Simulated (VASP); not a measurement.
Here is the system:

```yaml
crystal:
  lattice:
    - [-2.06775, 2.06775, 2.06775]
    - [2.06775, -2.06775, 2.06775]
    - [2.06775, 2.06775, -2.06775]
  atoms:
    - { symbol: Na, position: [0.00000, 0.00000, 0.00000] }
```

The numbers are results of vdW-DF2, VASP's PBE PAW potentials (set 64) (plane waves; VASP 6.6.1), not measurements. Settings: 520 eV cut-off, 11×11×11 Γ-centred mesh, first-order Methfessel-Paxton smearing of 0.10 eV, potentials Na_pv.

What does the run give for the energy per atom (σ→0), band gap (on the k-mesh) with the smallest direct gap where there is one?

```json
{
 "band gap (on the k-mesh)": "none (metal, semimetal or under 0.01 eV)",
 "energy per atom (σ→0)": "0.771 eV/atom"
}
```

The compound is Na in the bcc structure. It was relaxed first, which changed the volume by -9 %. The start is the result of an earlier pass.
